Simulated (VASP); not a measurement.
# Hf3TaN4 (Pm-3m) in VASP: a series of runs

One crystal, Hf3TaN4, is run at these levels: PBE; tasks: single point, relaxation of cell and atoms.

All numbers are computed with VASP 6.6.1; they aren't measurements. Logs are shortened: lines on timing, memory, paths and dates and some standing lists are left out, and cuts for length are marked.

## (1) The structure

It takes space group Pm-3m (No. 221, cubic). Conventional cell: a = 4.516 Å, b = 4.516 Å, c = 4.516 Å, α = 90.00°, β = 90.00°, γ = 90.00°. Ta (site symmetry m-3m) has 6 N at 2.26 Å as nearest neighbours. Hf (site symmetry 4/mmm) is surrounded by 6 N at 2.26 Å. Around N (site symmetry m-3m) lie 6 Hf at 2.26 Å. N (site symmetry 4/mmm) has 2 Ta at 2.26 Å and 4 Hf at 2.26 Å as nearest neighbours.

The cell was built by a generator and needn't be a form met in nature.

## (2) Single point, PBE

Input file INCAR:

```
SYSTEM = Hf3TaN4
PREC = Accurate
ENCUT = 520
EDIFF = 1E-6
ISMEAR = -1
SIGMA = 0.1
LREAL = .FALSE.
LASPH = .TRUE.
NELM = 100
ALGO = Fast
ISIF = 2
LWAVE = .FALSE.
LCHARG = .FALSE.
GGA = PE
NBANDS = 40
```

Input file KPOINTS:

```
regular mesh
0
G
  5 5 5
  0 0 0
```

Input file POSCAR:

```
Hf3TaN4
1.0
    4.5162792087      0.0000000000      0.0000000000
    0.0000000000      4.5162792087      0.0000000000
    0.0000000000      0.0000000000      4.5162792087
Ta Hf N
1 3 4
Direct
    0.0000000000      0.0000000000      0.0000000000
    0.0000000000      0.5000000000      0.5000000000
    0.5000000000      0.0000000000      0.5000000000
    0.5000000000      0.5000000000      0.0000000000
    0.5000000000      0.5000000000      0.5000000000
    0.0000000000      0.0000000000      0.5000000000
    0.0000000000      0.5000000000      0.0000000000
    0.5000000000      0.0000000000      0.0000000000
```

Potentials or basis: VASP PAW PBE potentials, release 64 (Ta_pv, Hf_pv, N).

Started as:

```
cat potpaw_PBE.64/Ta_pv/POTCAR potpaw_PBE.64/Hf_pv/POTCAR potpaw_PBE.64/N/POTCAR > POTCAR
mpirun -np 1 vasp_std > vasp.out
```

OUTCAR:

```text
SYSTEM = Hf3TaN4
   PREC = Accurate
   ENCUT = 520
   EDIFF = 1E-6
   ISMEAR = -1
   LREAL = .FALSE.
   LASPH = .TRUE.
   NELM = 100
   ISIF = 2
   GGA = PE

 ion  position               nearest neighbor table
   1  0.000  0.000  0.000-   6 2.26   7 2.26   8 2.26   6 2.26   7 2.26   8 2.26   2 3.19   3 3.19
                             2 3.19   2 3.19   4 3.19   3 3.19   2 3.19   3 3.19   4 3.19   4 3.19
   2  0.000  0.500  0.500-   5 2.26   6 2.26   7 2.26   7 2.26   6 2.26   5 2.26   1 3.19   4 3.19
                             1 3.19   1 3.19   3 3.19   3 3.19   1 3.19   3 3.19   4 3.19   4 3.19
   3  0.500  0.000  0.500-   5 2.26   6 2.26   8 2.26   8 2.26   5 2.26   6 2.26   1 3.19   4 3.19
                             1 3.19   2 3.19   4 3.19   2 3.19   4 3.19   1 3.19   2 3.19   4 3.19
   4  0.500  0.500  0.000-   5 2.26   7 2.26   8 2.26   5 2.26   8 2.26   7 2.26   2 3.19   3 3.19
                             1 3.19   1 3.19   3 3.19   2 3.19   3 3.19   1 3.19   2 3.19   3 3.19
   5  0.500  0.500  0.500-   2 2.26   3 2.26   4 2.26   4 2.26   3 2.26   2 2.26
   6  0.000  0.000  0.500-   1 2.26   2 2.26   3 2.26   1 2.26   2 2.26   3 2.26
   7  0.000  0.500  0.000-   1 2.26   2 2.26   4 2.26   2 2.26   1 2.26   4 2.26
   8  0.500  0.000  0.000-   1 2.26   3 2.26   4 2.26   3 2.26   4 2.26   1 2.26

  LATTYP: Found a simple cubic cell.
 ALAT       =     4.5162792087

  Lattice vectors:

 A1 = (   4.5162792087,   0.0000000000,   0.0000000000)
 A2 = (   0.0000000000,   4.5162792087,   0.0000000000)
 A3 = (   0.0000000000,   0.0000000000,   4.5162792087)

Analysis of symmetry for initial positions (statically):
=====================================================================
 Subroutine PRICEL returns:
 Original cell was already a primitive cell.

 Routine SETGRP: Setting up the symmetry group for a
 simple cubic supercell.

 Subroutine GETGRP returns: Found 48 space group operations
 (whereof 48 operations were pure point group operations)
 out of a pool of 48 trial point group operations.

The static configuration has the point symmetry O_h .

Analysis of symmetry for dynamics (positions and initial velocities):
=====================================================================
 Subroutine PRICEL returns:
 Original cell was already a primitive cell.

 Routine SETGRP: Setting up the symmetry group for a
 simple cubic supercell.

 Subroutine GETGRP returns: Found 48 space group operations
 (whereof 48 operations were pure point group operations)
 out of a pool of 48 trial point group operations.

The dynamic configuration has the point symmetry O_h .

 Subroutine INISYM returns: Found 48 space group operations
 (whereof 48 operations are pure point group operations),
 and found     1 'primitive' translations
[... 103 lines left out ...]
   NELECT =      61.0000    total number of electrons
   NUPDOWN=      -1.0000    fix difference up-down
   EMIN   =  10.00;   EMAX   =-10.00  energy-range for DOS
   EFERMI =   0.00;   METHOD = LEGACY
   ISMEAR =    -1;   SIGMA  =   0.10  broadening in eV -4-tet -1-fermi 0-gaus
   EFERMI_NEDOS =   21; number of points for ismear=-14 and -15
   IALGO  =     68    algorithm
   IMIX   =      4    mixing-type and parameters
     AMIX     =   0.40;   BMIX     =  1.00
     AMIX_MAG =   1.60;   BMIX_MAG =  1.00
  volume/ion in A,a.u.               =      11.51        77.70
  Fermi-wavevector in a.u.,A,eV,Ry     =   1.426934  2.696515 27.703389  2.036142
  Thomas-Fermi vector in A             =   2.547158
   LORBIT       =      0    0 simple, 1 ext, 2 COOP (PROOUT), +10 PAW based schemes
   GGA     = PE    functional components
   LHFCALC =     F    Hartree Fock is set to
   AEXX    =    0.0000 exact exchange contribution
   IVDW    =     0    specifies the selected vdW correction
   LEPSILON=     F    determine dielectric tensor
   LRPA    =     F    only Hartree local field effects (RPA)
 non-spin polarized calculation
 RMM-DIIS sequential band-by-band and
  energy-cutoff  :      520.00
  volume of cell :       92.12
 maximum number of plane-waves:      2517
 NGX is ok and might be reduce to    36
   NGX = 17   NGY = 17   NGZ = 17

 number of electron      61.0000001 magnetization

 Free energy of the ion-electron system (eV)
  ---------------------------------------------------
  ext. energy  EPLUGINS =         0.00000000
  ---------------------------------------------------
  free energy    TOTEN  =       -86.96303534 eV

  energy without entropy =      -86.79521784  energy(sigma->0) =      -86.87912659

 E-fermi :   8.4027     XC(G=0): -12.8032

 val. band max:        8.3968062588   @ k =   0.4000   0.2000   0.2000
 cond. band min:       8.4038948634   @ k =   0.2000   0.2000   0.2000
 fundamental gap:      0.0070886046
 Fermi energy:         8.4027091880

 k-point     1 :       0.0000    0.0000    0.0000
  band No.  band energies     occupation
      1     -27.5436      2.00000
      2     -27.5436      2.00000
      3     -27.5436      2.00000
      4     -23.3899      2.00000
      5     -23.3899      2.00000
      6     -23.3899      2.00000
[... 419 lines left out ...]
     39      12.0386      0.00000
     40      13.3925      0.00000

------------------------ aborting loop because EDIFF is reached ----------------------------------------

  FORCE on cell =-STRESS in cart. coord.  units (eV):
  Direction    XX          YY          ZZ          XY          YZ          ZX
  --------------------------------------------------------------------------------------
  -------------------------------------------------------------------------------------
  Total       -1.0083282     -1.0083282     -1.0083282     -0.0000000     -0.0000000     -0.0000000
  in kB      -17.5375996    -17.5375996    -17.5375996     -0.0000000     -0.0000000     -0.0000000
  external PRESSURE =     -17.5375996 kB  Pullay stress =       0.0000000 kB

 VOLUME and BASIS-vectors are now :
 -----------------------------------------------------------------------------
  energy-cutoff  :      520.00
  volume of cell :       92.12
      direct lattice vectors                 reciprocal lattice vectors
     4.516279209  0.000000000  0.000000000     0.221421208  0.000000000  0.000000000
     0.000000000  4.516279209  0.000000000     0.000000000  0.221421208  0.000000000
     0.000000000  0.000000000  4.516279209     0.000000000  0.000000000  0.221421208

 POSITION                                       TOTAL-FORCE (eV/Angst)
 -----------------------------------------------------------------------------------
      0.00000      0.00000      0.00000         0.000000      0.000000      0.000000
      0.00000      2.25814      2.25814         0.000000      0.000000      0.000000
      2.25814      0.00000      2.25814         0.000000      0.000000      0.000000
      2.25814      2.25814      0.00000         0.000000      0.000000      0.000000
      2.25814      2.25814      2.25814         0.000000      0.000000      0.000000
      0.00000      0.00000      2.25814         0.000000      0.000000      0.000000
      0.00000      2.25814      0.00000         0.000000      0.000000      0.000000
      2.25814      0.00000      0.00000         0.000000      0.000000      0.000000
 -----------------------------------------------------------------------------------
    total drift:                                0.000000      0.000000      0.000000

  FREE ENERGIE OF THE ION-ELECTRON SYSTEM (eV)
  ---------------------------------------------------
  free  energy   TOTEN  =       -86.9630353355 eV

  energy  without entropy=      -86.7952178367  energy(sigma->0) =      -86.87912659
```

stdout:

```text
POSCAR found type information on POSCAR TaHfN
 POSCAR found :  3 types and       8 ions
 scaLAPACK will be used
 LDA part: xc-table for (Slater+PW92), standard interpolation
 POSCAR, INCAR and KPOINTS ok, starting setup
 FFT: planning ... GRIDC
 FFT: planning ... GRID_SOFT
 FFT: planning ... GRID
 WAVECAR not read
 entering main loop
```

Wall time 39 s (1 thread of Intel Xeon Platinum 8488C (Sapphire Rapids), shared host); peak memory 0.22 GiB.

Results:

* Free energy: -86.9630 eV
* Pressure: -1.8 GPa
* Band gap on the k mesh: none (metal or under the smearing width)

Levels at points of the mesh, in eV from the Fermi level:
```csv
k point,band 29,band 30,band 31,band 32,band 33,band 34
"(0.00, 0.00, 0.00)",-3.09,-3.09,-3.09,-0.71,-0.71,-0.71
```

Spin-orbit coupling is left out, which matters for the levels of Hf, Ta.

## (3) Relaxation of cell and atoms, PBE

This run uses another cell than the first one, of 11.18 Å³/atom, 0.971 times its volume.

Input file INCAR:

```
SYSTEM = Hf3TaN4
PREC = Accurate
ENCUT = 600
EDIFF = 1E-6
ISMEAR = -1
SIGMA = 0.1
LREAL = .FALSE.
LASPH = .TRUE.
NELM = 100
ALGO = Normal
ISIF = 3
LWAVE = .FALSE.
LCHARG = .FALSE.
GGA = PE
IBRION = 2
NSW = 60
EDIFFG = -0.02
```

KPOINTS is that of step 2.

POSCAR: that of step 2 with these lines changed.

```diff
@@ -2,5 +2,5 @@
 1.0
-    4.5162792087      0.0000000000      0.0000000000
-    0.0000000000      4.5162792087      0.0000000000
-    0.0000000000      0.0000000000      4.5162792087
+    4.4725000000      0.0000000000      0.0000000000
+    0.0000000000      4.4725000000      0.0000000000
+    0.0000000000      0.0000000000      4.4725000000
 Ta Hf N
```

Potentials or basis: VASP PAW PBE potentials, release 64 (Ta_pv, Hf_pv, N).

Started as:

```
cat potpaw_PBE.64/Ta_pv/POTCAR potpaw_PBE.64/Hf_pv/POTCAR potpaw_PBE.64/N/POTCAR > POTCAR
mpirun -np 1 vasp_std > vasp.out
```

Wall time 87 s (1 thread of Intel Xeon Platinum 8488C (Sapphire Rapids), shared host); peak memory 0.24 GiB.

It converged, with:

| Item | Value |
| --- | --- |
| Free energy | -86.9712 eV |
| Relaxed volume | 11.44 Å³/atom |
| Relaxed cell | a = 4.507 Å, b = 4.507 Å, c = 4.507 Å, α = 90.00°, β = 90.00°, γ = 90.00° |
| Space group after relaxing (to 0.05 Å) | Pm-3m (No. 221) |
| Energy gained by relaxing | 5.2 meV/atom |
| Ionic steps | 3 |
| Pressure after relaxing | -0.1 GPa |
| Band gap on the k mesh | none (metal or under the smearing width) |

The path:
| step | energy change (eV) | largest force (eV/Å) | pressure (GPa) | volume (Å³) |
| --- | --- | --- | --- | --- |
| 1 | 0.0000 | 0.0000 | 6.69 | 89.46 |
| 2 | 0.1102 | 0.0000 | -11.30 | 95.65 |
| 3 | -0.0417 | 0.0000 | -0.09 | 91.54 |

Final structure:
```
Ta Hf N
1.0
     4.50676    0.00000    0.00000
     0.00000    4.50676    0.00000
     0.00000    0.00000    4.50676
Ta Hf N
1 3 4
Direct
  0.00000 0.00000 0.00000
  0.00000 0.50000 0.50000
  0.50000 0.00000 0.50000
  0.50000 0.50000 0.00000
  0.50000 0.50000 0.50000
  0.00000 0.00000 0.50000
  0.00000 0.50000 0.00000
  0.50000 0.00000 0.00000
```

Levels at points of the mesh, in eV from the Fermi level:
```
           k point  band 28  band 29  band 30  band 31  band 32  band 33  band 34  band 35
(0.00, 0.00, 0.00)    -3.77    -3.10    -3.10    -3.10    -0.72    -0.72    -0.72     1.26
```

The run has no spin-orbit coupling, so splittings on Hf, Ta are missing.

(Part 1 of 2 ends here.)
